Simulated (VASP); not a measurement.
Output of a VASP run:

OUTCAR:
```
 ion  position               nearest neighbor table
   1  0.000  0.000  0.000-   4 2.52   4 2.52   4 2.52   3 2.52   3 2.52   3 2.52
   2  0.500  0.500  0.500-   3 2.52   3 2.52   3 2.52   4 2.52   4 2.52   4 2.52
   3  0.250  0.250  0.250-   1 2.52   1 2.52   1 2.52   2 2.52   2 2.52   2 2.52
   4  0.750  0.750  0.750-   2 2.52   2 2.52   2 2.52   1 2.52   1 2.52   1 2.52
  LATTYP: Found a trigonal (rhomboedric) cell.
 ALAT       =     6.1578146065
 COS(alpha) =     0.8322353467
 Subroutine PRICEL returns following result:
  LATTYP: Found a trigonal (rhomboedric) cell.
 ALAT       =     3.5581424009
 COS(alpha) =     0.4975335922
 Subroutine GETGRP returns: Found 12 space group operations
The static configuration has the point symmetry D_3d.
The dynamic configuration has the point symmetry D_3d.
The overall configuration has the point symmetry D_3d.
 Subroutine INISYM returns: Found 12 space group operations
 Subroutine IBZKPT returns following result:
 Found     44 irreducible k-points:

 Following reciprocal coordinates:
            Coordinates               Weight
  0.000000  0.000000  0.000000      1.000000
  0.142857  0.000000  0.000000      6.000000
  0.285714  0.000000  0.000000      6.000000
  0.428571  0.000000  0.000000      6.000000
  0.142857  0.142857  0.000000      6.000000
  0.285714  0.142857  0.000000     12.000000
  0.428571  0.142857  0.000000     12.000000
 -0.428571  0.142857  0.000000     12.000000
 -0.285714  0.142857  0.000000     12.000000
 -0.142857  0.142857  0.000000      6.000000
  0.285714  0.285714  0.000000      6.000000
  0.428571  0.285714  0.000000     12.000000
 -0.428571  0.285714 -0.000000     12.000000
 -0.285714  0.285714  0.000000      6.000000
  0.428571  0.428571  0.000000      6.000000
 -0.428571  0.428571  0.000000      6.000000
  0.142857  0.142857  0.142857      2.000000
  0.285714  0.142857  0.142857      6.000000
  0.428571  0.142857  0.142857      6.000000
 -0.428571  0.142857  0.142857      6.000000
 -0.285714  0.142857  0.142857      6.000000
 -0.142857  0.142857  0.142857      6.000000
  0.285714  0.285714  0.142857      6.000000
  0.428571  0.285714  0.142857     12.000000
 -0.428571  0.285714  0.142857     12.000000
 -0.285714  0.285714  0.142857     12.000000
 -0.142857  0.285714  0.142857     12.000000
  0.428571  0.428571  0.142857      6.000000
 -0.428571  0.428571  0.142857     12.000000
 -0.285714  0.428571  0.142857     12.000000
 -0.142857  0.428571  0.142857     12.000000
 -0.428571 -0.428571  0.142857      6.000000
 -0.285714 -0.428571  0.142857     12.000000
 -0.285714 -0.285714  0.142857      6.000000
  0.285714  0.285714  0.285714      2.000000
  0.428571  0.285714  0.285714      6.000000
 -0.428571  0.285714  0.285714      6.000000
 -0.285714  0.285714  0.285714      6.000000
  0.428571  0.428571  0.285714      6.000000
 -0.428571  0.428571  0.285714     12.000000
   k-points           NKPTS =     44   k-points in BZ     NKDIM =     44   number of bands    NBANDS=     23
   number of dos      NEDOS =    301   number of ions     NIONS =      4
   total plane-waves  NPLWV = 110592
   dimension x,y,z NGX =    48 NGY =   48 NGZ =   48
   dimension x,y,z NGXF=    96 NGYF=   96 NGZF=   96
   ions per type =               2   2
   PREC   = accura    normal or accurate (medium, high low for compatibility)
   ISTART =      0    job   : 0-new  1-cont  2-samecut
   ICHARG =      2    charge: 1-file 2-atom 10-const
   ISPIN  =      2    spin polarized calculation?
   LNONCOLLINEAR =      F non collinear calculations
   LSORBIT =      F    spin-orbit coupling
   INIWAV =      1    electr: 0-lowe 1-rand  2-diag
   ENCUT  =  520.0 eV  38.22 Ry    6.18 a.u.  11.45 11.45 11.45*2*pi/ulx,y,z
   NELM   =    100;   NELMIN=  2; NELMDL= -5     # of ELM steps
   EDIFF  = 0.1E-05   stopping-criterion for ELM
   LREAL  =      F    real-space projection
   NLSPLINE    = F    spline interpolate recip. space projectors
...
```

File OSZICAR:
```
...
DAV:   3    -0.209793376496E+02   -0.35331E+02   -0.34763E+02  5840   0.138E+02
DAV:   4    -0.220050920632E+02   -0.10258E+01   -0.10253E+01  4664   0.230E+01
DAV:   5    -0.220270493657E+02   -0.21957E-01   -0.21954E-01  5191   0.385E+00    0.182E+01
DAV:   6    -0.198252442185E+02    0.22018E+01   -0.22044E+01  5413   0.446E+01    0.141E+01
DAV:   7    -0.199854642304E+02   -0.16022E+00   -0.23750E+00  4829   0.171E+01    0.844E+00
DAV:   8    -0.200171732901E+02   -0.31709E-01   -0.27376E-01  5383   0.455E+00    0.391E+00
DAV:   9    -0.200066678947E+02    0.10505E-01   -0.62049E-02  5492   0.237E+00    0.379E-01
DAV:  10    -0.200096057538E+02   -0.29379E-02   -0.62816E-03  4867   0.641E-01    0.230E-01
DAV:  11    -0.200098616815E+02   -0.25593E-03   -0.54966E-04  4832   0.163E-01    0.133E-01
DAV:  12    -0.200099348619E+02   -0.73180E-04   -0.85617E-05  4875   0.615E-02    0.923E-02
DAV:  13    -0.200099803555E+02   -0.45494E-04   -0.43935E-05  4524   0.451E-02    0.260E-02
DAV:  14    -0.200099806102E+02   -0.25467E-06   -0.12286E-05  4720   0.219E-02    0.922E-03
DAV:  15    -0.200099819539E+02   -0.13437E-05   -0.90666E-07  2549   0.122E-02    0.299E-03
DAV:  16    -0.200099822505E+02   -0.29657E-06   -0.14960E-07  2486   0.286E-03
   1 F= -.20009982E+02 E0= -.20009982E+02  d E =-.200100E+02  mag=    -0.0000
       N       E                     dE             d eps       ncg     rms          rms(c)
DAV:   1    -0.206239051845E+02   -0.61392E+00   -0.11831E+01  4230   0.452E+01    0.776E+00
DAV:   2    -0.200435397528E+02    0.58037E+00   -0.38562E+00  4260   0.273E+01    0.729E+00
DAV:   3    -0.200570414074E+02   -0.13502E-01   -0.24755E-01  4290   0.405E+00    0.145E+00
DAV:   4    -0.200272341556E+02    0.29807E-01   -0.12462E-01  5284   0.306E+00    0.779E-01
DAV:   5    -0.200230474671E+02    0.41867E-02   -0.29823E-02  4636   0.134E+00    0.539E-01
DAV:   6    -0.200224470302E+02    0.60044E-03   -0.27533E-03  5576   0.418E-01    0.265E-01
DAV:   7    -0.200223502918E+02    0.96738E-04   -0.66255E-04  4391   0.257E-01    0.831E-02
DAV:   8    -0.200223350545E+02    0.15237E-04   -0.34521E-04  4772   0.102E-01    0.311E-02
DAV:   9    -0.200223449533E+02   -0.98987E-05   -0.30869E-05  4617   0.586E-02    0.185E-02
DAV:  10    -0.200223423356E+02    0.26176E-05   -0.39312E-06  3834   0.215E-02    0.750E-03
DAV:  11    -0.200223451631E+02   -0.28275E-05   -0.18148E-06  2516   0.825E-03    0.210E-03
DAV:  12    -0.200223448385E+02    0.32460E-06   -0.26396E-07  2220   0.443E-03
   2 F= -.20022345E+02 E0= -.20022345E+02  d E =-.123626E-01  mag=    -0.0000
       N       E                     dE             d eps       ncg     rms          rms(c)
DAV:   1    -0.200416297983E+02   -0.19285E-01   -0.36577E-01  4286   0.786E+00    0.134E+00
DAV:   2    -0.200235083859E+02    0.18121E-01   -0.10378E-01  4286   0.427E+00    0.115E+00
DAV:   3    -0.200237423077E+02   -0.23392E-03   -0.51224E-03  4300   0.634E-01    0.228E-01
DAV:   4    -0.200230456424E+02    0.69667E-03   -0.29022E-03  5224   0.412E-01    0.140E-01
DAV:   5    -0.200229549721E+02    0.90670E-04   -0.56379E-04  4706   0.235E-01    0.990E-02
DAV:   6    -0.200229376427E+02    0.17329E-04   -0.61435E-05  4769   0.626E-02    0.334E-02
DAV:   7    -0.200229424284E+02   -0.47857E-05   -0.76302E-06  4818   0.255E-02    0.131E-02
DAV:   8    -0.200229402634E+02    0.21649E-05   -0.28842E-06  3300   0.965E-03    0.416E-03
DAV:   9    -0.200229394503E+02    0.81313E-06   -0.32356E-07  2157   0.393E-03
   3 F= -.20022939E+02 E0= -.20022939E+02  d E =-.129572E-01  mag=    -0.0000
```

**OUTCAR**
```
------------------------ aborting loop because EDIFF is reached ----------------------------------------
  FORCE on cell =-STRESS in cart. coord.  units (eV):
  Direction    XX          YY          ZZ          XY          YZ          ZX
  --------------------------------------------------------------------------------------
  Total       -0.0060404     -0.0060404     -0.0060404     -0.0395325     -0.0395325     -0.0395325
  in kB       -0.1472219     -0.1472219     -0.1472219     -0.9635162     -0.9635162     -0.9635162
  external PRESSURE =      -0.1472219 kB  Pullay stress =       0.0000000 kB
  volume of cell :       65.74
      direct lattice vectors                 reciprocal lattice vectors
     5.075560056  2.528468889  2.528468889     0.294633925 -0.097970789 -0.097970789
     2.528468889  5.075560056  2.528468889    -0.097970789  0.294633925 -0.097970789
     2.528468889  2.528468889  5.075560056    -0.097970789 -0.097970789  0.294633925
 POSITION                                       TOTAL-FORCE (eV/Angst)
 -----------------------------------------------------------------------------------
      0.00000      0.00000      0.00000        -0.000000     -0.000000     -0.000000
      5.06625      5.06625      5.06625        -0.000000     -0.000000      0.000000
      2.53312      2.53312      2.53312         0.000000      0.000000      0.000000
      7.59937      7.59937      7.59937         0.000000      0.000000      0.000000
 -----------------------------------------------------------------------------------
    total drift:                                0.000000     -0.000000     -0.000000
  FREE ENERGIE OF THE ION-ELECTRON SYSTEM (eV)
  ---------------------------------------------------
  free  energy   TOTEN  =       -20.0229394503 eV

  energy  without entropy=      -20.0229394503  energy(sigma->0) =      -20.02293945

 total charge

# of ion       s       p       d       tot
------------------------------------------
    1        0.227   6.183   4.999  11.409
    2        0.227   6.183   4.999  11.409
    3        1.329   2.421   0.000   3.751
    4        1.329   2.421   0.000   3.751
--------------------------------------------------
tot          3.112  17.209   9.998  30.320

 magnetization (x)

# of ion       s       p       d       tot
------------------------------------------
    1        0.013   0.013   4.042   4.067
    2       -0.013  -0.013  -4.042  -4.067
    3        0.000   0.000   0.000   0.000
    4        0.000   0.000   0.000   0.000
--------------------------------------------------
tot          0.000   0.000   0.000   0.000

 reached required accuracy - stopping structural energy minimisation
```
(Selected blocks of OUTCAR.)

POSCAR:
```
MnS
1
    5.0319655970     2.5097811617     2.5097811617
    2.5097811617     5.0319655970     2.5097811617
    2.5097811617     2.5097811617     5.0319655970
Mn S
2 2
Direct
  0.0000000000   0.0000000000   0.0000000000
  0.5000000000   0.5000000000   0.5000000000
  0.2500000000   0.2500000000   0.2500000000
  0.7500000000   0.7500000000   0.7500000000
```

### Question
Write an INCAR and KPOINTS that could have produced this output.

### Answer
Several could match; the one computed here: the input of the run itself, rev-vdW-DF2, plane waves, VASP's PBE PAW potentials (set 64).

**INCAR**
```
NELM = 100   ! most electronic steps
ENCUT = 520   ! plane-wave cut-off (eV)
ALGO = Normal   ! blocked Davidson
LREAL = .False.   ! projection in real space or not
AGGAC = 0.0
MAGMOM = 5.0 -5.0 2*0.0
LCHARG = .False.
ISIF = 3   ! ions, shape and volume
LUSE_VDW = .True.
SIGMA = 0.05
LORBIT = 10
ISMEAR = 0   ! Gaussian
GGA = MK
PREC = Accurate
ZAB_VDW = -1.8867
PARAM2 = 0.7114
IBRION = 2
ISPIN = 2   ! spin-polarised
EDIFF = 1E-6   ! SCF stop (eV)
LMAXMIX = 4   ! l cut-off of mixed one-centre charges
PARAM1 = 0.1234568
SYSTEM = MnS
LWAVE = .False.
LASPH = .True.
EDIFFG = -0.02   ! ionic stop
NSW = 60   ! most ionic steps
```

File KPOINTS:
```
Automatic
0
G
  7 7 7
```

POTCAR, in this order: Mn_pv S (PBE.64 set). Program: vasp_std.

Energy and stress use the plane-wave basis of the starting cell.

The compound is MnS in the rock salt, AFM-II order structure. This run relaxes it. Symmetry was kept, so distortions that lower it aren't found. The start is the result of an earlier pass.
